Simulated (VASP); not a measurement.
Crystal: Au.

```xyz
1
Lattice="0.0000 2.0400 2.0400 2.0400 0.0000 2.0400 2.0400 2.0400 0.0000" Properties=species:S:1:pos:R:3 pbc="T T T"
Au    0.0000    0.0000    0.0000
```

The cell was built by a generator and needn't be a form met in nature.

| Property | Result |
| --- | --- |
| Program | VASP 6.6.1 |
| Task | relaxation of cell and atoms |
| Functional | LDA |
| Potentials or basis | VASP PAW LDA potentials, release 64 (Au) |
| Cutoff | 600 eV |
| k mesh | 18 × 18 × 18 |
| Occupations | methfessel-paxton, width 0.1 eV |
| Spin | no spin polarisation |

At the start: pressure -3.7 GPa; volume 16.98 Å³/atom.

Q: Where does the relaxation end?

A: Over 3 steps the energy falls by 4.0 meV/atom and the volume is 16.64 Å³/atom (-2.0 %); space group Fm-3m (No. 225, to 0.05 Å).

The path:
```csv
step,energy change (eV),largest force (eV/Å),pressure (GPa),volume (Å³)
1,0.0000,0.0000,-3.68,16.98
2,0.0102,0.0000,7.89,16.04
3,-0.0040,0.0000,-0.04,16.64
```

Final structure:
```xyz
1
Lattice="0.0000 2.0264 2.0264 2.0264 0.0000 2.0264 2.0264 2.0264 0.0000" Properties=species:S:1:pos:R:3 pbc="T T T"
Au    0.0000    0.0000    0.0000
```
